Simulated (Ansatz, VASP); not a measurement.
**ScF3: VASP beside Ansatz**

File INCAR:

```
SYSTEM = ScF3
  PREC = Accurate
  ENCUT = 520
  EDIFF = 1E-6
  ISMEAR = 0
  SIGMA = 0.05
  LREAL = .False.
  LASPH = .True.
  NELM = 60
  ALGO = Normal
  ISIF = 2
  LWAVE = .False.
  LCHARG = .False.
  GGA = CA
  NBANDS = 24
```

KPOINTS

```
regular mesh
0
Gamma
  6 6 6
  0 0 0
```

Contents of POSCAR:

```
ScF3
1.0
    3.6914540000      0.0000000000      0.0000000000
    0.0000000000      3.6914540000      0.0000000000
    0.0000000000      0.0000000000      3.8519520000
Sc F
1 3
Direct
    0.0000000000      0.0000000000      0.0000000000
    0.5000000000      0.0000000000      0.0000000000
    0.0000000000      0.5000000000      0.0000000000
    0.0000000000      0.0000000000      0.5000000000
```

Input for Ansatz:

```yaml
crystal:
  lattice:
    - [3.691454, 0.0, 0.0]
    - [0.0, 3.691454, 0.0]
    - [0.0, 0.0, 3.851952]
  atoms:
    - { symbol: Sc, position: [0.0, 0.0, 0.0] }
    - { symbol: F, position: [0.5, 0.0, 0.0] }
    - { symbol: F, position: [0.0, 0.5, 0.0] }
    - { symbol: F, position: [0.0, 0.0, 0.5] }
basis:
  ecutwfc: 420
kpoints:
  mp_grid: { grid: [6, 6, 6] }
hamiltonian:
  xc: lda
scf:
  occupations: { method: gaussian, width: 0.05 }
output:
  forces: true
  stress: true
  eigenvalues: true
```

Change from the starting cell: strain -0.080 along x and y, -0.040 along z, atoms carried along.

Alike in both runs: task single point; functional LDA; k mesh 6 × 6 × 6; occupations gaussian, width 0.05 eV; no spin polarisation.

|  | VASP | Ansatz |
| --- | --- | --- |
| version | VASP 6.6.1 | Ansatz 0.2.0 |
| potentials or method | VASP PAW LDA potentials, release 64 (Sc_sv, F) | scalar-relativistic, plane waves, PAW |
| plane-wave cutoff (eV) | 520 | 420 |
| valence electrons in the cell | 32 | 32 |

|  | VASP | Ansatz | Ansatz less VASP |
| --- | --- | --- | --- |
| gap on the k mesh at the Fermi level (eV) | 7.08 | 7.11 | +0.030 |
| least direct gap on the mesh (eV) | 7.53 | 7.57 | +0.046 |
| pressure (GPa) | 30.5 | 28.7 | -1.79 |
| largest component of the traceless stress (GPa) | 13.52 | 13.11 | -0.403 |

Caveats: so large a pressure means that the cell lies far from this level's equilibrium, or that cutoff or potentials fall short (VASP). A k mesh can miss the band edges.
